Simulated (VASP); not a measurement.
All values below come from PBEsol GGA, VASP's PBE PAW potentials (set 64) (plane waves; VASP 6.6.1).

Input for VASP

### POSCAR
```
Li(111) slab
1.0
  4.8450148046   0.0000000000   0.0000000000
 -2.4225078931   4.1959065768   0.0000000000
  0.0000000000   0.0000000000  24.6145291432
Li
10
Cartesian
  0.0000000000   0.0000000000   7.8568346299
  2.4225096612   1.3986341270   8.8458217963
 -0.0000027497   2.7972724498   9.8348089628
  0.0000000000   0.0000000000  10.8237961292
  2.4225096612   1.3986341270  11.8127832956
 -0.0000027497   2.7972724498  12.8017458476
  0.0000000000   0.0000000000  13.7907330140
  2.4225096612   1.3986341270  14.7797201804
 -0.0000027497   2.7972724498  15.7687073469
  0.0000000000   0.0000000000  16.7576945133
```

KPOINTS:
```
kpoints
0
Gamma
  7 7 1
```

**INCAR**
```
SYSTEM  =  Li(111) slab
PREC  =  Normal; ENCUT  =  450; LREAL  =  .FALSE.
LASPH  =  .TRUE.
EDIFF  =  1E-5; NELM  =  100; NELMIN  =  4
ALGO  =  Normal
ISMEAR  =  1; SIGMA  =  0.1
GGA  =  PS
IBRION  =  2; NSW  =  50; ISIF  =  2
EDIFFG  =  -0.03
LWAVE  =  .TRUE.; LCHARG  =  .FALSE.
DIPOL  =  0.5 0.5 0.5
LDIPOL  =  .TRUE.; IDIPOL  =  3
```

POTCAR, in this order: Li_sv (PBE.64 set). Program: vasp_std.

Problem. What will the output report for the number of irreducible k-points (NKPTS), largest plane-wave count, number of space-group operations, FFT grid (NGX, NGY, NGZ)?

Solution. 
```
Property                                       Result
--------------------------------------  -------------
number of irreducible k-points (NKPTS)              8
largest plane-wave count                        10939
number of space-group operations                   12
FFT grid (NGX, NGY, NGZ)                28 × 28 × 128
```

The cell is a thin slab with vacuum, built from Li (bcc): (111) face.
